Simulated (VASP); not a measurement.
```
FePt
1.0
    2.72000     0.00000     0.00000
    0.00000     2.72000     0.00000
    0.00000     0.00000     3.71000
Fe Pt
1 1
Cartesian
  0.00000   0.00000   0.00000
  1.36000   1.36000   1.85500
```
Starting moments (μB, in the order of the record's atoms Fe Pt): 3.0 0.0.

The base run (VASP): PBE GGA, plane waves, VASP's PBE PAW potentials (set 64). Settings: 400 eV cut-off, 12×12×9 Γ-centred mesh, first-order Methfessel-Paxton smearing of 0.10 eV, potentials Fe Pt.

One setting is varied; ΔE counts from the most expensive setting. The base run took about 80 core-seconds. Costs are core time on shared hosts, one run each; read them as rough ratios.

Pressures at a finite cut-off, here 400 eV, hold a Pulay part, which wasn't tested here.

| setting | cost over the base run | electronic steps | ΔE (meV/atom) | pressure (GPa) |
|---|---|---|---|---|
| KGAMMA = .TRUE., KSPACING = 0.5, KPOINTS file removed | about 1/4 | 16 | 41.9 | 6.03 |
| KGAMMA = .TRUE., KSPACING = 0.4, KPOINTS file removed | about 1/4 | 14 | -7.0 | 2.46 |
| KGAMMA = .TRUE., KSPACING = 0.35, KPOINTS file removed | about 1/3 | 15 | 11.4 | 3.76 |
| KGAMMA = .TRUE., KSPACING = 0.3, KPOINTS file removed | about 1/2 | 14 | -7.2 | 3.88 |
| base run | reference | 15 | 2.5 | 4.04 |
| KGAMMA = .FALSE., KSPACING = 0.16, KPOINTS file removed | within a factor of 2 | 15 | 0.0 | 3.80 |

Left out are runs that failed, have no time on record or changed the cell.

The compound is FePt in the L1_0 structure. The cell was not relaxed at this level.
